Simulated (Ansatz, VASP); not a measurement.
# One calculation of BaMg7, two programs

The input run.py:

```python
from ase.calculators.vasp import Vasp
from ase.dft.bandgap import bandgap
from ase.io import read

atoms = read('POSCAR')
calc = Vasp(
    directory='calc',
    xc='pbesol',
    pp='PBE',
    setups='recommended',
    prec='Accurate',
    encut=520,
    ediff=1e-06,
    ismear=0,
    sigma=0.02,
    lreal=False,
    lasph=True,
    nelm=60,
    algo='Fast',
    isif=2,
    lwave=False,
    lcharg=True,
    lelf=True,
    lvhar=True,
    kpts=[5, 5, 5],
    gamma=True,
    nbands=22,
)
atoms.calc = calc

print('energy (eV):', atoms.get_potential_energy())
print('free energy (eV):', atoms.get_potential_energy(force_consistent=True))
print('forces (eV/A):')
print(atoms.get_forces())
print('stress (eV/A^3, Voigt):', atoms.get_stress())
print('Fermi level (eV):', calc.get_fermi_level())
gap, top, bottom = bandgap(calc)
print('band gap (eV):', gap, 'from (spin, k, band)', top, 'to', bottom)
```

POSCAR

```
BaMg7
1.0
    6.9428746415      0.0000000000      0.0000000000
   -3.4714373207      6.0127058148      0.0000000000
    0.0000000000      0.0000000000      5.3046350000
Ba Mg
1 7
Direct
    0.0000000000      0.0000000000      0.5000000000
    0.6666666667      0.3333333333      0.0000000000
    0.6396500000      0.8198250000      0.0000000000
    0.1801750000      0.8198250000      0.0000000000
    0.1801750000      0.3603500000      0.0000000000
    0.4941580000      0.9883160000      0.5000000000
    0.4941580000      0.5058420000      0.5000000000
    0.0116840000      0.5058420000      0.5000000000
```

File input.yaml:

```yaml
crystal:
  lattice:
    - [6.9428746415, 0.0, 0.0]
    - [-3.4714373207, 6.0127058148, 0.0]
    - [0.0, 0.0, 5.304635]
  atoms:
    - { symbol: Ba, position: [0.0, 0.0, 0.5] }
    - { symbol: Mg, position: [0.6666666667, 0.3333333333, 0.0] }
    - { symbol: Mg, position: [0.63965, 0.819825, 0.0] }
    - { symbol: Mg, position: [0.180175, 0.819825, 0.0] }
    - { symbol: Mg, position: [0.180175, 0.36035, 0.0] }
    - { symbol: Mg, position: [0.494158, 0.988316, 0.5] }
    - { symbol: Mg, position: [0.494158, 0.505842, 0.5] }
    - { symbol: Mg, position: [0.011684, 0.505842, 0.5] }
hamiltonian:
  xc: pbesol
  pseudopotentials: { kind: paw }
kpoints:
  mp_grid: { grid: [5, 5, 5] }
scf:
  occupations: { method: gaussian, width: 0.02 }
output:
  forces: true
  stress: true
  eigenvalues: true
```

The cell comes from a database or a generator and needn't be the stable form of this composition.

Alike in both runs: task single point; functional PBEsol; k mesh 5 × 5 × 5; occupations gaussian, width 0.02 eV; no spin polarisation.

|  | VASP | Ansatz |
| --- | --- | --- |
| version | VASP 6.6.1 | Ansatz 0.2.0 |
| potentials or method | VASP PAW PBE potentials, release 64 (Ba_sv, Mg) | Ansatz PAW |
| plane-wave cutoff (eV) | 520 | 420 |
| valence electrons in the cell | 24 | 80 |

VASP gave:

- gap on the k mesh at the Fermi level (eV): none
- pressure (GPa): -0.8
- largest component of the traceless stress (GPa): 0.26
- rms of the force components (eV/Å): 0.017

Problem. What did Ansatz give for the same quantities?

Solution. gap on the k mesh at the Fermi level (eV): none; pressure (GPa): -0.8; largest component of the traceless stress (GPa): 0.28; rms of the force components (eV/Å): 0.015.

Atom by atom the forces differ by 0.003 eV/Å (rms over components). A gap of «none» marks a metal or a gap that the smearing closes. The two sets of potentials don't hold the same shells in valence.

Caveats: the PAW data sets were made with another functional, which shifts forces and pressure a little (VASP); the PAW data sets come from PBE, with cores solved anew for the run's functional, which leaves a small shift of forces and pressure (Ansatz). The runs have no spin-orbit coupling, so splittings on Ba are missing.
